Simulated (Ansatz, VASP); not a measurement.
# SrLiH3 in two plane-wave programs, part 3 of 3

Aim: how closely do two programs agree when they are given the same cell, functional and k mesh? The cell is taken from a series of runs on this material, whose earlier steps may have relaxed, scaled, displaced or heated it; both programs get it as it stands.

VASP 6.6.1 and Ansatz 0.2.0.

So far: The structure; Ansatz: zone-centre phonons, PBEsol; VASP: zone-centre phonons, PBEsol.

### Step 3. VASP: zone-centre phonons, PBEsol (continued)

Level of this step: PBEsol; plane waves and PAW (Li_sv, Sr_sv, H) (VASP).

Numbers of over 12 decimals in the logs are rounded to 6 here.

OUTCAR, selected parts (step 3):

```text
ion  position               nearest neighbor table
   1  0.000  0.000  0.000-
   2  0.500  0.500  0.500-   3 2.30   4 2.30   5 2.30   5 2.30   4 2.30   3 2.30
   3  0.000  0.500  0.500-   2 2.30   2 2.30
   4  0.500  0.000  0.500-   2 2.30   2 2.30
   5  0.500  0.500  0.000-   2 2.30   2 2.30

  LATTYP: Found a simple cubic cell.
 ALAT       =     4.5924890000

 Subroutine GETGRP returns: Found 48 space group operations
 (whereof 48 operations were pure point group operations)

The static configuration has the point symmetry O_h .

 Found     20 irreducible k-points:

   k-points           NKPTS =     20   k-points in BZ     NKDIM =     20   number of bands    NBANDS=     14

   dimension x,y,z NGX =    42 NGY =   42 NGZ =   42
   dimension x,y,z NGXF=    84 NGYF=   84 NGZF=   84

   ENCUT  =  750.0 eV  55.12 Ry    7.42 a.u.  10.25 10.25 10.25*2*pi/ulx,y,z

   NELECT =      16.0000    total number of electrons

 k-points in reciprocal lattice and weights: Automatic mesh
   0.00000000  0.00000000  0.00000000       0.005
   0.16666667  0.00000000  0.00000000       0.028
   0.33333333  0.00000000  0.00000000       0.028
   0.50000000  0.00000000  0.00000000       0.014
   0.16666667  0.16666667  0.00000000       0.056
   0.33333333  0.16666667  0.00000000       0.111
   0.50000000  0.16666667  0.00000000       0.056
   0.33333333  0.33333333  0.00000000       0.056
   0.50000000  0.33333333  0.00000000       0.056
[...]
0.50000000  0.50000000  0.33333333       0.028
   0.50000000  0.50000000  0.50000000       0.005

 average (electrostatic) potential at core
       1 -67.6494       2 -39.8875       3 -34.3794       4 -34.3794       5 -34.3794

  Total        0.0353179      0.0353179      0.0353179      0.0000000      0.0000000      0.0000000
  in kB        0.5841996      0.5841996      0.5841996      0.0000000      0.0000000      0.0000000
  external PRESSURE =       0.5841996 kB  Pullay stress =       0.0000000 kB

  energy-cutoff  :      750.00
  volume of cell :       96.86
      direct lattice vectors                 reciprocal lattice vectors
     4.592489000  0.000000000  0.000000000     0.217746847  0.000000000  0.000000000
     0.000000000  4.592489000  0.000000000     0.000000000  0.217746847  0.000000000
     0.000000000  0.000000000  4.592489000     0.000000000  0.000000000  0.217746847

 POSITION                                       TOTAL-FORCE (eV/Angst)
 -----------------------------------------------------------------------------------
      0.00000      0.00000      0.00000         0.000000      0.000000      0.000000
      2.29624      2.29624      2.29624         0.000000      0.000000      0.000000
      0.00000      2.29624      2.29624         0.000000      0.000000      0.000000
      2.29624      0.00000      2.29624         0.000000      0.000000      0.000000
      2.29624      2.29624      0.00000         0.000000      0.000000      0.000000
 -----------------------------------------------------------------------------------
    total drift:                                0.000000     -0.000000     -0.000000

 Eigenvectors and eigenvalues of the dynamical matrix
 ----------------------------------------------------

   1 f  =   38.977461 THz   244.902608 2PiTHz 1300.148137 cm-1   161.197752 meV
             X         Y         Z           dx          dy          dz
      0.000000  0.000000  0.000000     0.000000    0.000000   -0.010417
      2.296244  2.296244  2.296244     0.000000    0.000000   -0.097818
      0.000000  2.296244  2.296244    -0.000000    0.000000   -0.025390
      2.296244  0.000000  2.296244     0.000000   -0.000000   -0.025390
      2.296244  2.296244  0.000000     0.000000    0.000000    0.994502

   2 f  =   38.977461 THz   244.902608 2PiTHz 1300.148137 cm-1   161.197752 meV
             X         Y         Z           dx          dy          dz
      0.000000  0.000000  0.000000     0.010411   -0.000374    0.000000
      2.296244  2.296244  2.296244     0.097755   -0.003512   -0.000000
      0.000000  2.296244  2.296244    -0.993861   -0.000911   -0.000000
      2.296244  0.000000  2.296244     0.025374    0.035702    0.000000
      2.296244  2.296244  0.000000     0.025374   -0.000911   -0.000000

   3 f  =   38.977461 THz   244.902608 2PiTHz 1300.148137 cm-1   161.197752 meV
             X         Y         Z           dx          dy          dz
      0.000000  0.000000  0.000000    -0.000374   -0.010411   -0.000000
      2.296244  2.296244  2.296244    -0.003512   -0.097755    0.000000
      0.000000  2.296244  2.296244     0.035702   -0.025374    0.000000
      2.296244  0.000000  2.296244    -0.000911    0.993861    0.000000
      2.296244  2.296244  0.000000    -0.000911   -0.025374    0.000000

   4 f  =    7.196569 THz    45.217374 2PiTHz  240.051687 cm-1    29.762603 meV
             X         Y         Z           dx          dy          dz
      0.000000  0.000000  0.000000     0.002004   -0.002727    0.780570
      2.296244  2.296244  2.296244    -0.000776    0.001056   -0.302176
      0.000000  2.296244  2.296244    -0.000005   -0.001352    0.386897
      2.296244  0.000000  2.296244     0.000993    0.000006    0.386897
      2.296244  2.296244  0.000000     0.000993   -0.001352   -0.001790

   5 f  =    7.196569 THz    45.217374 2PiTHz  240.051687 cm-1    29.762603 meV
             X         Y         Z           dx          dy          dz
      0.000000  0.000000  0.000000    -0.084089    0.776030    0.002927
      2.296244  2.296244  2.296244     0.032553   -0.300418   -0.001133
      0.000000  2.296244  2.296244     0.000193    0.384646    0.001451
      2.296244  0.000000  2.296244    -0.041680   -0.001780    0.001451
      2.296244  2.296244  0.000000    -0.041680    0.384646   -0.000007

   6 f  =    7.196569 THz    45.217374 2PiTHz  240.051687 cm-1    29.762603 meV
             X         Y         Z           dx          dy          dz
      0.000000  0.000000  0.000000    -0.776033   -0.084096    0.001698
      2.296244  2.296244  2.296244     0.300419    0.032555   -0.000657
      0.000000  2.296244  2.296244     0.001780   -0.041683    0.000842
      2.296244  0.000000  2.296244    -0.384647    0.000193    0.000842
      2.296244  2.296244  0.000000    -0.384647   -0.041683   -0.000004

   7 f  =    0.007372 THz     0.046318 2PiTHz    0.245893 cm-1     0.030487 meV
             X         Y         Z           dx          dy          dz
      0.000000  0.000000  0.000000     0.040308    0.263585   -0.004245
      2.296244  2.296244  2.296244     0.143239    0.936683   -0.015086
      0.000000  2.296244  2.296244     0.015293    0.100124   -0.001613
      2.296244  0.000000  2.296244     0.015311    0.100004   -0.001613
      2.296244  2.296244  0.000000     0.015311    0.100124   -0.001611

   8 f  =    0.007372 THz     0.046318 2PiTHz    0.245893 cm-1     0.030487 meV
             X         Y         Z           dx          dy          dz
      0.000000  0.000000  0.000000     0.000645    0.004196    0.266649
      2.296244  2.296244  2.296244     0.002291    0.014911    0.947571
      0.000000  2.296244  2.296244     0.000245    0.001594    0.101288
      2.296244  0.000000  2.296244     0.000245    0.001592    0.101288
      2.296244  2.296244  0.000000     0.000245    0.001594    0.101167

   9 f  =    0.007372 THz     0.046318 2PiTHz    0.245893 cm-1     0.030487 meV
             X         Y         Z           dx          dy          dz
      0.000000  0.000000  0.000000    -0.263618    0.040313    0.000003
      2.296244  2.296244  2.296244    -0.936801    0.143257    0.000011
      0.000000  2.296244  2.296244    -0.100017    0.015313    0.000001
      2.296244  0.000000  2.296244    -0.100136    0.015295    0.000001
      2.296244  2.296244  0.000000    -0.100136    0.015313    0.000001

  10 f/i=   12.645153 THz    79.451837 2PiTHz  421.796889 cm-1    52.296126 meV
             X         Y         Z           dx          dy          dz
      0.000000  0.000000  0.000000    -0.436897    0.358525   -0.007129
      2.296244  2.296244  2.296244     0.024450   -0.020064    0.000399
      0.000000  2.296244  2.296244     0.020822   -0.369540    0.007348
      2.296244  0.000000  2.296244     0.450320   -0.017087    0.007348
      2.296244  2.296244  0.000000     0.450320   -0.369540    0.000340

  11 f/i=   12.645153 THz    79.451837 2PiTHz  421.796889 cm-1    52.296126 meV
             X         Y         Z           dx          dy          dz
      0.000000  0.000000  0.000000    -0.015114   -0.029638   -0.564237
      2.296244  2.296244  2.296244     0.000846    0.001659    0.031576
      0.000000  2.296244  2.296244     0.000720    0.030548    0.581572
      2.296244  0.000000  2.296244     0.015578    0.001412    0.581572
      2.296244  2.296244  0.000000     0.015578    0.030548    0.026891

  12 f/i=   12.645153 THz    79.451837 2PiTHz  421.796889 cm-1    52.296126 meV
             X         Y         Z           dx          dy          dz
      0.000000  0.000000  0.000000     0.358277    0.435949   -0.032496
      2.296244  2.296244  2.296244    -0.020050   -0.024397    0.001819
      0.000000  2.296244  2.296244    -0.017075   -0.449343    0.033494
      2.296244  0.000000  2.296244    -0.369285   -0.020777    0.033494
      2.296244  2.296244  0.000000    -0.369285   -0.449343    0.001549

  13 f/i=   12.717560 THz    79.906785 2PiTHz  424.212133 cm-1    52.595578 meV
             X         Y         Z           dx          dy          dz
      0.000000  0.000000  0.000000     0.000000    0.000000   -0.000000
      2.296244  2.296244  2.296244    -0.000000   -0.000000    0.000000
      0.000000  2.296244  2.296244    -0.000000    0.591523   -0.349286
      2.296244  0.000000  2.296244     0.167629   -0.000000    0.349286
      2.296244  2.296244  0.000000    -0.167629   -0.591523    0.000000

  14 f/i=   12.717560 THz    79.906785 2PiTHz  424.212133 cm-1    52.595578 meV
             X         Y         Z           dx          dy          dz
      0.000000  0.000000  0.000000    -0.000000    0.000000   -0.000000
      2.296244  2.296244  2.296244    -0.000000   -0.000000    0.000000
      0.000000  2.296244  2.296244     0.000000    0.183680    0.522209
      2.296244  0.000000  2.296244     0.439954   -0.000000   -0.522209
      2.296244  2.296244  0.000000    -0.439954   -0.183680    0.000000

  15 f/i=   12.717560 THz    79.906785 2PiTHz  424.212133 cm-1    52.595578 meV
             X         Y         Z           dx          dy          dz
      0.000000  0.000000  0.000000     0.000000   -0.000000    0.000000
      2.296244  2.296244  2.296244    -0.000000    0.000000   -0.000000
      0.000000  2.296244  2.296244    -0.000000    0.341118    0.324496
      2.296244  0.000000  2.296244    -0.527580    0.000000   -0.324496
      2.296244  2.296244  0.000000     0.527580   -0.341118   -0.000000

 ELASTIC MODULI CONTR FROM IONIC RELAXATION (kBar)
 Direction    XX          YY          ZZ          XY          YZ          ZX
 --------------------------------------------------------------------------------
 XX           0.0000      0.0000      0.0000      0.0000      0.0000      0.0000
 YY           0.0000      0.0000      0.0000      0.0000      0.0000      0.0000
 ZZ           0.0000      0.0000      0.0000      0.0000      0.0000      0.0000
 XY           0.0000      0.0000      0.0000      0.0000      0.0000      0.0000
 YZ           0.0000      0.0000      0.0000      0.0000      0.0000      0.0000
 ZX           0.0000      0.0000      0.0000      0.0000      0.0000      0.0000
 --------------------------------------------------------------------------------
```

### Step 4. Side by side

Known differences besides the potentials themselves: fixed occupations in Ansatz, narrow Gaussian smearing in VASP; VASP's run holds the zone centre alone; the cutoff is 420 eV in Ansatz and 750 eV in VASP; Ansatz makes its cores anew for this functional, VASP keeps those of its PBE data sets. Total energies have different zeros and are not compared.

Both answers:

```
                                                   quantity  Ansatz    VASP  difference
optical mode 1 to 3 (imaginary, printed as negative) (cm⁻¹)  -421.1  -424.2        +3.1
optical mode 4 to 6 (imaginary, printed as negative) (cm⁻¹)  -418.9  -421.8        +2.9
                                 optical mode 7 to 9 (cm⁻¹)   241.6   240.1     +0.63 %
                               optical mode 10 to 12 (cm⁻¹)  1287.0  1300.1     -1.01 %
```

Modes are paired by rising frequency, not by their patterns, so a pair may set unlike modes beside each other; they are those without the splitting of longitudinal modes.

### Step 5. Results

```json
{
 "r.m.s. difference of the optical zone-centre modes, each program's sorted by frequency (zone-centre phonons, PBEsol)": "6.9 cm⁻¹",
 "difference in optical mode 10 to 12 (zone-centre phonons, PBEsol)": "-1.0 %"
}
```

**Reading.** The r.m.s. difference of the optical zone-centre modes, each program's sorted by frequency is 6.9 cm⁻¹ (zone-centre phonons, PBEsol). Among the rows given in per cent, the largest difference of the zone-centre phonons, PBEsol pair is in optical mode 10 to 12, -1.0 %. 2 further runs of this series are not shown here. How closely two codes agree says nothing of how well the functional describes the real material.

[Lines on the potential files, build, host, timing and source positions are cut from VASP's logs without a mark.]

[Logs are printed without paths, hosts, clocks, repeated set-up lines and the standing remarks that a program may print on its own settings, such as how far it seeks lower states.]

[Hosts, paths, dates, database ids (printed as entryN), source tags and the programs' standing remarks are cut or masked in the printed files.]
